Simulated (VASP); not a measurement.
All values below come from r2SCAN meta-GGA, VASP's PBE PAW potentials (set 64) (plane waves; VASP).

Gaps are without spin-orbit coupling.

The volume per atom is 18.66 Å³/atom. The band gap (over mesh and band path) comes out as 1.14 eV and the smallest direct gap (over mesh and band path) comes out as 1.73 eV.

**Question.** Which relaxed crystal gives these values?
(A) HgTe, P3_221 (154)
(B) MoS2, P6_3/mmc (194)
(C) Sr3SbN, Pm-3m (221)
(D) SiGe, P6_3mc (186)

**Answer.** B, MoS2, P6_3/mmc (194)
